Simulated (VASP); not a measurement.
Computed with PBE GGA, VASP's PBE PAW potentials (set 64) (plane waves; VASP).

The input files of a VASP run:

KPOINTS:
```
kpoints
0
gamma
 5 5 3
0 0 0
```

INCAR:
```
# general
SYSTEM  = CdSe
PREC    = Accurate
ENCUT   = 400
LREAL   = .FALSE.   # projection in real space or not
LASPH   = .TRUE.   # aspherical one-centre terms

# electronic loop
EDIFF   = 1E-5   # SCF stop (eV)
NELM    = 100   # most electronic steps
ALGO    = Normal   # blocked Davidson
LMAXMIX = 4

# smearing
ISMEAR  = 0
SIGMA   = 0.05   # width (eV)

# functional
GGA     = PE   # PBE

# ions
ISIF    = 2

# output
LWAVE   = .FALSE.
LCHARG  = .FALSE.
```

**POSCAR**
```
CdSe
1
    2.1930000000    -3.7983870000     0.0000000000
    2.1930000000     3.7983870000     0.0000000000
    0.0000000000     0.0000000000     7.1502000000
Cd Se
2 2
Direct
  0.6666670000   0.3333330000   0.5000000000
  0.3333330000   0.6666670000   0.0000000000
  0.6666670000   0.3333330000   0.8760000000
  0.3333330000   0.6666670000   0.3760000000
```

POTCAR, in this order: Cd Se (PBE.64 set). Program: vasp_std.

**Question.** What does the run give for the energy per atom (σ→0)?

**Answer.** 
```yaml
energy per atom (σ→0): -2744 meV/atom
```

OSZICAR:
```
...
DAV:   7    -0.109755409652E+02    0.32364E-01   -0.57222E-01   476   0.413E+00    0.261E+00
DAV:   8    -0.109744427813E+02    0.10982E-02   -0.60481E-02   476   0.268E+00    0.359E-01
DAV:   9    -0.109742948752E+02    0.14791E-03   -0.94445E-03   494   0.120E+00    0.116E-01
DAV:  10    -0.109744502217E+02   -0.15535E-03   -0.10119E-03   500   0.375E-01    0.787E-02
DAV:  11    -0.109745765474E+02   -0.12633E-03   -0.31557E-04   476   0.120E-01    0.233E-02
DAV:  12    -0.109745469561E+02    0.29591E-04   -0.13722E-04   530   0.118E-01    0.754E-03
DAV:  13    -0.109745505717E+02   -0.36156E-05   -0.18455E-05   390   0.262E-02
   1 F= -.10974551E+02 E0= -.10974551E+02  d E =-.897720E-14
```

The compound is CdSe in the wurtzite structure. The cell was not relaxed at this level. The run is one of a series of settings (EDIFF = 1E-5 against the base run), some of them coarse on purpose.
